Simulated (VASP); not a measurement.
An input for Ansatz (written as the equivalent of a VASP run, and not itself run):

Ansatz 0.2 input:
```yaml
crystal:
  lattice:
    - [4.7209490, 0.0000000, 0.0000000]
    - [-2.3604740, 4.0884620, 0.0000000]
    - [0.0000000, 0.0000000, 7.6076220]
  atoms:
    - { symbol: Li, position: [-0.0031760, -0.0053290, 0.4998050] }
    - { symbol: Li, position: [0.6647730, 0.3298260, 0.3621180] }
    - { symbol: Li, position: [0.3347870, 0.6687760, 0.6396460] }
    - { symbol: La, position: [-0.0026010, -0.0027640, -0.0016860] }
    - { symbol: Sb, position: [0.3279330, 0.6641700, 0.2576160] }
    - { symbol: Sb, position: [0.6782850, 0.3453220, 0.7425020] }
kpoints:
  mp_grid: { grid: [4, 4, 3] }
hamiltonian:
  xc: lda
  pseudopotentials: { kind: paw }
scf:
  occupations: { method: fermi_dirac, width: 0.05 }
  max_iter: 100
output: { forces: true, stress: true, eigenvalues: true }
```

Question: Translate this input to VASP (INCAR, KPOINTS, POSCAR, choice of POTCAR).

Answer: One answer among several that fit: 
KPOINTS:
```
K-points
0
Gamma
 4 4 3
0 0 0
```

INCAR:
```
SYSTEM  =  Li3LaSb2
PREC  =  Accurate; ENCUT  =  400; LREAL  =  .FALSE.
LASPH  =  .TRUE.
EDIFF  =  1E-6; NELM  =  100; ALGO  =  Normal
LMAXMIX  =  6
ISMEAR  =  -1; SIGMA  =  0.05
ISIF  =  2
LWAVE  =  .FALSE.; LCHARG  =  .FALSE.
```

POSCAR:
```
Li3LaSb2
1
    4.7209490000     0.0000000000     0.0000000000
   -2.3604740000     4.0884620000     0.0000000000
    0.0000000000     0.0000000000     7.6076220000
Li La Sb
3 1 2
Direct
 -0.0031760000  -0.0053290000   0.4998050000
  0.6647730000   0.3298260000   0.3621180000
  0.3347870000   0.6687760000   0.6396460000
 -0.0026010000  -0.0027640000  -0.0016860000
  0.3279330000   0.6641700000   0.2576160000
  0.6782850000   0.3453220000   0.7425020000
```

POTCAR, in this order: Li_sv La Sb (LDA.64 set). Program: vasp_std.

What does not carry over: each code has its own PAW files, so the cut-off isn't converted (ENCUT is set for VASP's; basis.ecutwfc is left out, and Ansatz then takes the one that its files recommend); Ansatz stops its SCF on the density residual and VASP on the energy change (EDIFF); Ansatz's lda is the Perdew-Wang form, while the LDA potentials of VASP carry Perdew-Zunger's.

The structure comes from a computed database's Li3LaSb2 entry (P-3m1); how it stands against other phases isn't given here. The cell was not relaxed at this level, atoms are displaced from their ideal sites.
